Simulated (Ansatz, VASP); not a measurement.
Given: the input of a run of VASP 6.6.1 on Ti3Fe. Atoms were shifted at random by some hundredths of an Å from the given cell, which wasn't relaxed again for these runs. The cell comes from a database or a generator and needn't be the stable form of this composition.

Contents of INCAR:

```
SYSTEM = Ti3Fe
  ALGO = Normal
  EDIFF = 1E-7
  ENCUT = 520
  GGA = PE
  ISIF = 2
  ISMEAR = -1
  ISPIN = 2
  LASPH = .True.
  LCHARG = .False.
  LMAXMIX = 4
  LORBIT = 11
  LREAL = .False.
  LWAVE = .False.
  MAGMOM = 3 1 1 1
  NBANDS = 34
  NELM = 150
  PREC = Accurate
  SIGMA = 0.05
```

KPOINTS

```
k-points
0
Gamma
  10 10 4
  0 0 0
```

File POSCAR:

```
Ti3Fe
1.0
    2.9985651370      0.0000000000      0.0000000000
   -1.4992825685      2.5968335835      0.0000000000
    0.0000000000      0.0000000000      8.0415570000
Fe Ti
1 3
Direct
    0.6683130000      0.3236830000     -0.0053500000
    0.3332770000      0.6705130000      0.7812110000
    0.3286250000      0.6600360000      0.2143760000
    0.6761330000      0.3340580000      0.5002260000
```

Potentials or basis: VASP PAW PBE potentials, release 64 (Fe, Ti_sv).

Launch:

```console
$ cat potpaw_PBE.64/Fe/POTCAR potpaw_PBE.64/Ti_sv/POTCAR > POTCAR
$ mpirun -np 1 vasp_std > vasp.out
```

Task: What does the same run look like in Ansatz 0.2.0? Potentials or basis there: Ansatz PAW, cutoff 420 eV.

Result: As run (cutoffs and basis follow the program's own potentials, and thresholds, step limits or extra output files can differ):

Contents of input.yaml:

```yaml
crystal:
  lattice:
    - [2.998565137, 0.0, 0.0]
    - [-1.4992825685, 2.5968335835, 0.0]
    - [0.0, 0.0, 8.041557]
  atoms:
    - { symbol: Fe, position: [0.668313, 0.323683, -0.00535], spin: 3.0 }
    - { symbol: Ti, position: [0.333277, 0.670513, 0.781211], spin: 1.0 }
    - { symbol: Ti, position: [0.328625, 0.660036, 0.214376], spin: 1.0 }
    - { symbol: Ti, position: [0.676133, 0.334058, 0.500226], spin: 1.0 }
hamiltonian:
  xc: pbe
  pseudopotentials: { kind: paw }
magnetization:
  spin_polarized: true
kpoints:
  mp_grid: { grid: [10, 10, 4] }
scf:
  occupations: { method: fermi_dirac, width: 0.05 }
output:
  forces: true
  stress: true
  eigenvalues: true
  write_density: true
  write_potential: true
  elf: true
  volumetric_format: npy
```

Potentials or basis: Ansatz PAW.

Run with:

```sh
$ ansatz run input.yaml --threads 2 --pin off --max-ram 5120MiB --backend cpu --events-out ev --progress --plain --runs-dir out
```

Both were run:

|  | VASP | Ansatz |
| --- | --- | --- |
| Pressure | 0.1 GPa | 0.5 GPa |
| Largest force | 0.244 eV/Å | 0.241 eV/Å |
| Net moment | 0.37 μB per cell | 0.37 μB per cell |

Ansatz's pressure holds a Pulay term of +0.03 GPa for its cutoff of 420 eV, which the other run lacks.

The potentials hold 44 and 52 valence electrons a cell.

Where Ansatz's input types no cutoff or centring, it takes its own default and a Γ-centred mesh.

The magnetic state is the one that the start led to; the real crystal's order can differ.

Pressure is positive in compression.
